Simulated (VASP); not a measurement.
All values below come from PBE GGA, VASP's PBE PAW potentials (set 64) (plane waves; VASP).

VASP input:

File POSCAR:
```
TiTe2
1.0
  3.8996350000   0.0000000000   0.0000000000
 -1.9498180000   3.3771830000   0.0000000000
  0.0000000000   0.0000000000  17.1706300000
Ti Te
1 2
Cart
  0.0417143930   0.0173249488   8.6203945971
 -0.0558684571   2.2712940320  10.2064285196
  1.9639749637   1.0885640192   6.9291218833
```

**INCAR**
```
# general
SYSTEM =TiTe2
PREC   =Accurate
ENCUT  =300
LREAL  =.False.   # projection in real space or not
LASPH  =.True.   # aspherical one-centre terms

# electronic loop
EDIFF  =1E-6   # SCF stop (eV)
NELM   =100
ALGO   =Normal   # blocked Davidson
LMAXMIX=4   # l cut-off of mixed one-centre charges

# smearing
ISMEAR =-1   # Fermi-Dirac
SIGMA  =0.1

# functional
GGA    =PE

# ions
ISIF   =2   # forces and stress, cell fixed

# output
LWAVE  =.False.
LCHARG =.False.
```

### KPOINTS
```
Automatic mesh
0
Gamma
9 9 1
0 0 0
```

KPOINTS_OPT:
```
k-points along high-symmetry lines
20
Line-mode
Reciprocal
  0.000000   0.000000   0.000000 ! GAMMA
 -0.500000   0.500000   0.000000 ! X

  0.000000   0.000000   0.000000 ! GAMMA
  0.000000   0.500000   0.000000 ! Z

  0.500000   0.000000   0.000000 ! U_2
  0.000000   0.000000   0.000000 ! GAMMA
```

POTCAR, in this order: Ti_sv Te (PBE.64 set). Program: vasp_std.

Output of the run:

File OUTCAR:
```
 ion  position               nearest neighbor table
   1  0.013  0.005  0.502-   2 2.68   2 2.76   3 2.78   3 2.81   2 2.82   3 2.86
   2  0.322  0.673  0.594-   1 2.68   1 2.76   1 2.82
   3  0.665  0.322  0.404-   1 2.78   1 2.81   1 2.86
  LATTYP: Found a hexagonal cell.
 ALAT       =     3.8996350000
 C/A-ratio  =     4.4031377296
 Subroutine PRICEL returns:
 Original cell was already a primitive cell.
 Subroutine GETGRP returns: Found  1 space group operations
The static configuration has the point symmetry C_1 .
The dynamic configuration has the point symmetry C_1 .
 Subroutine INISYM returns: Found  1 space group operations
 Subroutine IBZKPT returns following result:
 Found     41 irreducible k-points:

 Following reciprocal coordinates:
            Coordinates               Weight
  0.000000  0.000000  0.000000      1.000000
  0.111111 -0.000000  0.000000      2.000000
  0.000000  0.111111  0.000000      2.000000
 -0.111111  0.111111  0.000000      2.000000
  0.222222 -0.000000  0.000000      2.000000
  0.000000  0.222222  0.000000      2.000000
 -0.222222  0.222222  0.000000      2.000000
  0.333333  0.000000  0.000000      2.000000
  0.000000  0.333333  0.000000      2.000000
 -0.333333  0.333333  0.000000      2.000000
  0.444444 -0.000000  0.000000      2.000000
  0.000000  0.444444  0.000000      2.000000
 -0.444444  0.444444  0.000000      2.000000
  0.111111  0.111111  0.000000      2.000000
 -0.111111  0.222222  0.000000      2.000000
 -0.222222  0.111111  0.000000      2.000000
  0.222222  0.111111  0.000000      2.000000
 -0.111111  0.333333  0.000000      2.000000
 -0.333333  0.222222  0.000000      2.000000
 -0.222222  0.333333  0.000000      2.000000
  0.111111  0.222222  0.000000      2.000000
  0.333333 -0.111111  0.000000      2.000000
  0.333333  0.111111  0.000000      2.000000
 -0.111111  0.444444  0.000000      2.000000
 -0.444444  0.333333  0.000000      2.000000
 -0.333333  0.444444  0.000000      2.000000
  0.111111  0.333333  0.000000      2.000000
  0.444444 -0.111111  0.000000      2.000000
  0.444444  0.111111  0.000000      2.000000
 -0.111111 -0.444444  0.000000      2.000000
  0.444444  0.444444  0.000000      2.000000
  0.222222  0.222222  0.000000      2.000000
 -0.222222  0.444444  0.000000      2.000000
 -0.444444  0.222222  0.000000      2.000000
  0.333333  0.222222  0.000000      2.000000
 -0.222222 -0.444444  0.000000      2.000000
  0.444444  0.333333  0.000000      2.000000
 -0.333333 -0.444444  0.000000      2.000000
  0.222222  0.333333  0.000000      2.000000
 -0.444444 -0.222222  0.000000      2.000000
   k-points           NKPTS =     41   k-points in BZ     NKDIM =     41   number of bands    NBANDS=     16
   number of dos      NEDOS =    301   number of ions     NIONS =      3
   total plane-waves  NPLWV =  56448
   dimension x,y,z NGX =    24 NGY =   24 NGZ =   98
   dimension x,y,z NGXF=    48 NGYF=   48 NGZF=  196
   ions per type =               1   2
   PREC   = accura    normal or accurate (medium, high low for compatibility)
   ISTART =      0    job   : 0-new  1-cont  2-samecut
   ICHARG =      2    charge: 1-file 2-atom 10-const
   ISPIN  =      1    spin polarized calculation?
   LNONCOLLINEAR =      F non collinear calculations
   LSORBIT =      F    spin-orbit coupling
   INIWAV =      1    electr: 0-lowe 1-rand  2-diag
   ENCUT  =  300.0 eV  22.05 Ry    4.70 a.u.   5.51  5.51 24.25*2*pi/ulx,y,z
   NELM   =    100;   NELMIN=  2; NELMDL= -5     # of ELM steps
   EDIFF  = 0.1E-05   stopping-criterion for ELM
   LREAL  =      F    real-space projection
...
```

### OSZICAR
```
       N       E                     dE             d eps       ncg     rms          rms(c)
DAV:   1     0.119121801301E+03    0.11912E+03   -0.90318E+03  1640   0.804E+02
DAV:   2    -0.400319990684E+01   -0.12313E+03   -0.12140E+03  1736   0.233E+02
DAV:   3    -0.179427120453E+02   -0.13940E+02   -0.13910E+02  2472   0.671E+01
DAV:   4    -0.186674181793E+02   -0.72471E+00   -0.72417E+00  1840   0.150E+01
DAV:   5    -0.187248902331E+02   -0.57472E-01   -0.57469E-01  2120   0.321E+00    0.118E+01
DAV:   6    -0.188841396813E+02   -0.15925E+00   -0.58664E+01  1872   0.451E+01    0.176E+01
DAV:   7    -0.166152879886E+02    0.22689E+01   -0.56461E+01  1928   0.415E+01    0.625E+00
DAV:   8    -0.161608894744E+02    0.45440E+00   -0.19630E+00  1576   0.973E+00    0.259E+00
DAV:   9    -0.161437398242E+02    0.17150E-01   -0.15808E+00  1904   0.757E+00    0.207E+00
DAV:  10    -0.161135866706E+02    0.30153E-01   -0.83432E-01  1760   0.600E+00    0.105E+00
DAV:  11    -0.161002130081E+02    0.13374E-01   -0.11609E-01  1712   0.238E+00    0.261E-01
DAV:  12    -0.161005252756E+02   -0.31227E-03   -0.39815E-03  1544   0.500E-01    0.229E-01
DAV:  13    -0.161003166230E+02    0.20865E-03   -0.31542E-04  1712   0.931E-02    0.138E-01
DAV:  14    -0.161001170202E+02    0.19960E-03   -0.67285E-04  1792   0.149E-01    0.252E-02
DAV:  15    -0.161001328819E+02   -0.15862E-04   -0.11861E-04  1448   0.631E-02    0.335E-02
DAV:  16    -0.161001928146E+02   -0.59933E-04   -0.76289E-05  1776   0.542E-02    0.338E-02
DAV:  17    -0.161002025757E+02   -0.97610E-05   -0.52529E-05  1616   0.473E-02    0.271E-02
DAV:  18    -0.161002625830E+02   -0.60007E-04   -0.43473E-06  1464   0.107E-02    0.103E-02
DAV:  19    -0.161002987748E+02   -0.36192E-04   -0.22878E-05  1656   0.306E-02    0.749E-03
DAV:  20    -0.161003297811E+02   -0.31006E-04   -0.14904E-06  1080   0.785E-03    0.655E-03
DAV:  21    -0.161003361391E+02   -0.63580E-05   -0.22347E-07   960   0.242E-03    0.426E-03
DAV:  22    -0.161003407423E+02   -0.46032E-05   -0.59449E-07  1040   0.382E-03    0.872E-04
DAV:  23    -0.161003411542E+02   -0.41193E-06   -0.51743E-08   688   0.131E-03
   1 F= -.16100341E+02 E0= -.16081130E+02  d E =-.384215E-01
       N       E                     dE             ncg
       N       E                     dE             ncg
```

### OUTCAR
```
------------------------ aborting loop because EDIFF is reached ----------------------------------------
  FORCE on cell =-STRESS in cart. coord.  units (eV):
  Direction    XX          YY          ZZ          XY          YZ          ZX
  --------------------------------------------------------------------------------------
  Total       -0.8111604     -1.0252996      1.0945924     -0.2638475     -0.4304838      0.6082099
  in kB       -5.7471500     -7.2643472      7.7552933     -1.8693851     -3.0500193      4.3092259
  external PRESSURE =      -1.7520680 kB  Pullay stress =       0.0000000 kB
  volume of cell :      226.13
      direct lattice vectors                 reciprocal lattice vectors
     3.899635000  0.000000000  0.000000000     0.256434256  0.148052424  0.000000000
    -1.949818000  3.377183000  0.000000000     0.000000000  0.296104771  0.000000000
     0.000000000  0.000000000 17.170630000     0.000000000  0.000000000  0.058238981
 POSITION                                       TOTAL-FORCE (eV/Angst)
 -----------------------------------------------------------------------------------
      0.04171      0.01732      8.62039        -0.286627     -0.032983     -0.472789
     -0.05587      2.27129     10.20643         0.333463     -0.114340      0.602615
      1.96397      1.08856      6.92912        -0.046835      0.147323     -0.129826
 -----------------------------------------------------------------------------------
    total drift:                                0.000047      0.000037      0.000419
  FREE ENERGIE OF THE ION-ELECTRON SYSTEM (eV)
  ---------------------------------------------------
  free  energy   TOTEN  =       -16.1003411542 eV

  energy  without entropy=      -16.0619196964  energy(sigma->0) =      -16.08113043
```
(Selected blocks of OUTCAR.)

At this cut-off the stress carries a Pulay error, which pulls relaxed volumes low. The cell holds a wide vacuum, so values per volume refer to the whole cell.

The cell is a sheet with vacuum, built from a generated structure.
